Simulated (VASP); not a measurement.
# VASP 6.6.1 run: KMgI₃

INCAR

```
PREC = Accurate
LREAL = .FALSE.
NELECT = 32.1
SIGMA = 0.02
BMIX = 3
ISIF = 2
LWAVE = .FALSE.
NBANDS = 24
NELM = 120
IBRION = -1
GGA = PE
LCHARG = .FALSE.
EDIFF = 1E-7
LASPH = .TRUE.
ISMEAR = -1
NSW = 0
ENCUT = 450
```

KPOINTS

```
KPOINTS created by Atomic Simulation Environment
0
Gamma
4 4 4
0 0 0
```

POSCAR

```
K  Mg I
 1.0000000000000000
     5.6394409076000001    0.0000000000000000    0.0000000000000000
     0.0000000000000000    5.6394409076000001    0.0000000000000000
     0.0000000000000000    0.0000000000000000    5.6394409076000001
 K   Mg  I
   1   1   3
Cartesian
  0.0000000000000000  0.0000000000000000  0.0000000000000000
  2.8197204538000000  2.8197204538000000  2.8197204538000000
  2.8197204538000000  2.8197204538000000  0.0000000000000000
  2.8197204538000000  0.0000000000000000  2.8197204538000000
  0.0000000000000000  2.8197204538000000  2.8197204538000000
```

The recommended PBE PAW datasets give the neutral cell 32 valence electrons.

Command

```
mpirun -np 1 vasp_std
```

OSZICAR

```
N       E                     dE             d eps       ncg     rms          rms(c)
DAV:   1     0.178199672564E+03    0.17820E+03   -0.11430E+04   480   0.993E+02
DAV:   2     0.506564368890E+00   -0.17769E+03   -0.16712E+03   664   0.209E+02
DAV:   3    -0.120044184960E+02   -0.12511E+02   -0.12459E+02   648   0.530E+01
DAV:   4    -0.125125245614E+02   -0.50811E+00   -0.50775E+00   800   0.105E+01
DAV:   5    -0.125162556647E+02   -0.37311E-02   -0.37310E-02   656   0.914E-01    0.459E+00
DAV:   6    -0.123947058765E+02    0.12155E+00   -0.53901E-02   616   0.955E-01    0.310E+00
DAV:   7    -0.122479525074E+02    0.14675E+00   -0.27112E-01   592   0.212E+00    0.845E-01
DAV:   8    -0.122224817928E+02    0.25471E-01   -0.67219E-02   624   0.133E+00    0.547E-01
DAV:   9    -0.122220784656E+02    0.40333E-03   -0.72548E-03   768   0.387E-01    0.201E-01
DAV:  10    -0.122208051126E+02    0.12734E-02   -0.39883E-03   600   0.302E-01    0.146E-01
DAV:  11    -0.122209616328E+02   -0.15652E-03   -0.45607E-04   704   0.117E-01    0.829E-02
DAV:  12    -0.122211304623E+02   -0.16883E-03   -0.27343E-04   688   0.862E-02    0.444E-02
DAV:  13    -0.122211657638E+02   -0.35301E-04   -0.29371E-04   656   0.936E-02    0.377E-02
DAV:  14    -0.122211711091E+02   -0.53454E-05   -0.79246E-05   760   0.425E-02    0.248E-02
DAV:  15    -0.122211826565E+02   -0.11547E-04   -0.77934E-06   768   0.151E-02    0.613E-03
DAV:  16    -0.122211833921E+02   -0.73565E-06   -0.20103E-06   656   0.643E-03    0.595E-03
DAV:  17    -0.122211822705E+02    0.11217E-05   -0.68942E-07   600   0.403E-03    0.178E-03
DAV:  18    -0.122211830438E+02   -0.77335E-06   -0.70560E-07   640   0.394E-03    0.209E-03
DAV:  19    -0.122211840435E+02   -0.99972E-06   -0.59962E-08   440   0.143E-03    0.148E-03
DAV:  20    -0.122211835868E+02    0.45673E-06   -0.51416E-08   352   0.109E-03    0.334E-04
DAV:  21    -0.122211835987E+02   -0.11912E-07   -0.14339E-08   344   0.639E-04
   1 F= -.12221184E+02 E0= -.12219951E+02  d E =-.246434E-02
```

From OUTCAR

```
k-points           NKPTS =     10   k-points in BZ     NKDIM =     10   number of bands    NBANDS=     24

   NELECT =      32.1000    total number of electrons

   dimension x,y,z NGX =    40 NGY =   40 NGZ =   40
   dimension x,y,z NGXF=    80 NGYF=   80 NGZF=   80

  energy-cutoff  :      450.00
  volume of cell :      179.35
      direct lattice vectors                 reciprocal lattice vectors
     5.639440908  0.000000000  0.000000000     0.177322542  0.000000000  0.000000000
     0.000000000  5.639440908  0.000000000     0.000000000  0.177322542  0.000000000
     0.000000000  0.000000000  5.639440908     0.000000000  0.000000000  0.177322542

 k-points in reciprocal lattice and weights: KPOINTS created by Atomic Simulation Env
   0.00000000  0.00000000  0.00000000       0.016
   0.25000000  0.00000000  0.00000000       0.094
   0.50000000  0.00000000  0.00000000       0.047
   0.25000000  0.25000000  0.00000000       0.188
   0.50000000  0.25000000  0.00000000       0.188
   0.50000000  0.50000000  0.00000000       0.047
   0.25000000  0.25000000  0.25000000       0.125
   0.50000000  0.25000000  0.25000000       0.188
   ...

 E-fermi :   4.4932

 k-point     1 :       0.0000    0.0000    0.0000
  band No.  band energies     occupation
      1     -27.6716      2.00000
      2     -11.1376      2.00000
      3     -11.1376      2.00000
      4     -11.1376      2.00000
      5     -10.1393      2.00000
      6      -9.1022      2.00000
      7      -9.1022      2.00000
      8      -1.2808      2.00000
      9      -1.2808      2.00000
     10      -1.2808      2.00000
     11       1.1956      2.00000
     12       1.1956      2.00000
     13       1.1956      2.00000
     14       1.6480      2.00000
     15       1.6480      2.00000
     16       1.6480      2.00000
     17       3.6022      2.00000
     18       5.5986      0.00000
     19       6.9758      0.00000
     20       6.9758      0.00000
     21       7.0573      0.00000
     22       7.0573      0.00000
     23       7.0573      0.00000
     24       9.9373      0.00000

 k-point     2 :       0.2500    0.0000    0.0000
  band No.  band energies     occupation
      1     -27.6715      2.00000
      2     -11.1522      2.00000
      3     -11.1370      2.00000
      4     -11.1370      2.00000
      5     -10.0105      2.00000
      6      -9.2416      2.00000
      7      -9.0973      2.00000
      8      -1.1518      2.00000
      9      -1.1518      2.00000
     10      -1.1282      2.00000
     11       0.8771      2.00000
     12       0.9663      2.00000
     13       0.9663      2.00000
     14       1.0304      2.00000
     15       1.5084      2.00000
     16       1.5084      2.00000
     17       4.5041      0.73333
     18       6.4064      0.00000
     19       7.2928      0.00000
     20       7.3094      0.00000
     21       7.7080      0.00000
     22       7.8450      0.00000
     23       7.8450      0.00000
     24       9.2155      0.00000

 ...

  Total        3.9909736      3.9909736      3.9909736      0.0000000      0.0000000      0.0000000
  in kB       35.6517854     35.6517854     35.6517854      0.0000000      0.0000000      0.0000000
  external PRESSURE =      35.6517854 kB  Pullay stress =       0.0000000 kB

 POSITION                                       TOTAL-FORCE (eV/Angst)
 -----------------------------------------------------------------------------------
      0.00000      0.00000      0.00000         0.000000      0.000000      0.000000
      2.81972      2.81972      2.81972         0.000000      0.000000      0.000000
      2.81972      2.81972      0.00000         0.000000      0.000000      0.000000
      2.81972      0.00000      2.81972         0.000000      0.000000      0.000000
      0.00000      2.81972      2.81972         0.000000      0.000000      0.000000
 -----------------------------------------------------------------------------------
    total drift:                                0.000000     -0.000000     -0.000000

  FREE ENERGIE OF THE ION-ELECTRON SYSTEM (eV)
  ---------------------------------------------------
  free  energy   TOTEN  =       -12.2211835987 eV

  energy  without entropy=      -12.2187192571  energy(sigma->0) =      -12.21995143
```

It converged. Results: pressure 3.6 GPa.

The cell is charged and sits in a uniform background.

For comparison, a separate PBE run of the intended cell, on usual settings and not on those above, gives a gap of 1.33 eV on its mesh and a pressure of 2.7 GPa.

The run above took about 44 s on one core of a shared host (Intel Xeon Platinum 8488C) and held 0.26 GiB at most.
